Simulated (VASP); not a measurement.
Output of a VASP run:

### OSZICAR
```
       N       E                     dE             d eps       ncg     rms          rms(c)
DAV:   1     0.878769139374E+02    0.87877E+02   -0.10517E+04  2672   0.258E+03
DAV:   2    -0.213083501885E+02   -0.10919E+03   -0.10698E+03  2541   0.358E+02
DAV:   3    -0.267038354504E+02   -0.53955E+01   -0.53800E+01  2933   0.863E+01
DAV:   4    -0.267912043047E+02   -0.87369E-01   -0.87205E-01  3496   0.103E+01
DAV:   5    -0.267930041046E+02   -0.17998E-02   -0.17998E-02  3183   0.125E+00    0.214E+01
DAV:   6    -0.280248932089E+02   -0.12319E+01   -0.16171E+02  2726   0.181E+02    0.331E+01
DAV:   7    -0.152397558183E+02    0.12785E+02   -0.35827E+01  2653   0.111E+02    0.659E+00
DAV:   8    -0.147650643559E+02    0.47469E+00   -0.36625E+00  3028   0.251E+01    0.269E+00
DAV:   9    -0.147911623038E+02   -0.26098E-01   -0.14409E-01  2904   0.512E+00    0.136E+00
DAV:  10    -0.147968937442E+02   -0.57314E-02   -0.23507E-02  3479   0.221E+00    0.446E-01
DAV:  11    -0.147968381326E+02    0.55612E-04   -0.14008E-02  2811   0.189E+00    0.134E-01
DAV:  12    -0.147967327730E+02    0.10536E-03   -0.16382E-03  3136   0.648E-01    0.794E-02
DAV:  13    -0.147983234988E+02   -0.15907E-02   -0.21994E-03  3038   0.687E-01    0.227E-02
DAV:  14    -0.147972421628E+02    0.10813E-02   -0.84441E-04  2597   0.397E-01    0.293E-02
DAV:  15    -0.147971922934E+02    0.49869E-04   -0.10560E-04  2780   0.122E-01    0.110E-02
DAV:  16    -0.147971879755E+02    0.43179E-05   -0.14016E-05  2751   0.574E-02    0.698E-03
DAV:  17    -0.147971790342E+02    0.89413E-05   -0.52099E-06  2681   0.339E-02    0.284E-03
DAV:  18    -0.147971814940E+02   -0.24598E-05   -0.34153E-07  1393   0.922E-03    0.189E-03
DAV:  19    -0.147971835910E+02   -0.20970E-05   -0.51482E-08  1323   0.310E-03    0.604E-04
DAV:  20    -0.147971846903E+02   -0.10993E-05   -0.54690E-08  1330   0.342E-03    0.337E-04
DAV:  21    -0.147971850117E+02   -0.32147E-06   -0.12764E-08  1302   0.156E-03
   1 F= -.14797185E+02 E0= -.14797445E+02  d E =-.147972E+02
```

**OUTCAR**
```
------------------------ aborting loop because EDIFF is reached ----------------------------------------
  FORCE on cell =-STRESS in cart. coord.  units (eV):
  Direction    XX          YY          ZZ          XY          YZ          ZX
  --------------------------------------------------------------------------------------
  Total        0.0030874      0.0030874      0.0030874     -0.0000000      0.0000000      0.0000000
  in kB        0.2173825      0.2173825      0.2173825     -0.0000000      0.0000000      0.0000000
  external PRESSURE =       0.2173825 kB  Pullay stress =       0.0000000 kB
  volume of cell :       22.75
      direct lattice vectors                 reciprocal lattice vectors
     2.833729844  0.000000000  0.000000000     0.352891791  0.000000000  0.000000000
     0.000000000  2.833729844  0.000000000     0.000000000  0.352891791  0.000000000
     0.000000000  0.000000000  2.833729844     0.000000000  0.000000000  0.352891791
 POSITION                                       TOTAL-FORCE (eV/Angst)
 -----------------------------------------------------------------------------------
      1.41686      1.41686      1.41686         0.000000      0.000000      0.000000
      0.00000      0.00000      0.00000         0.000000      0.000000      0.000000
 -----------------------------------------------------------------------------------
    total drift:                                0.000000      0.000000     -0.000000
  FREE ENERGIE OF THE ION-ELECTRON SYSTEM (eV)
  ---------------------------------------------------
  free  energy   TOTEN  =       -14.7971850117 eV

  energy  without entropy=      -14.7979643655  energy(sigma->0) =      -14.79744480

 reached required accuracy - stopping structural energy minimisation
```
(Selected blocks of OUTCAR.)

### POSCAR
```
CoGa
1
    2.8337298441     0.0000000000    -0.0000000000
    0.0000000000     2.8337298441    -0.0000000000
    0.0000000000     0.0000000000     2.8337298441
Ga Co
1 1
Direct
  0.5000000000   0.5000000000   0.5000000000
  0.0000000000   0.0000000000   0.0000000000
```

### Question
Reconstruct the remaining input files.

### Answer
Several could match; the one computed here: the input of the run itself, MS2 meta-GGA, plane waves, VASP's PBE PAW potentials (set 64).

INCAR:
```
ALGO = Normal
EDIFF = 1E-6
EDIFFG = -0.01
ENCUT = 520
IBRION = 2
ISIF = 3
ISMEAR = 1
LASPH = .True.
LCHARG = .False.
LMAXMIX = 4
LMIXTAU = .True.
LREAL = .False.
LWAVE = .False.
METAGGA = MS2
NELM = 100
NSW = 60
PREC = Accurate
SIGMA = 0.1
SYSTEM = CoGa
```

### KPOINTS
```
Automatic mesh
0
Gamma
12 12 12
0 0 0
```

POTCAR, in this order: Ga_d Co (PBE.64 set). Program: vasp_std.

The compound is CoGa in the CsCl type structure. It was relaxed first. The start is the result of an earlier pass. The run is not spin-polarised, so no magnetic state was tried.
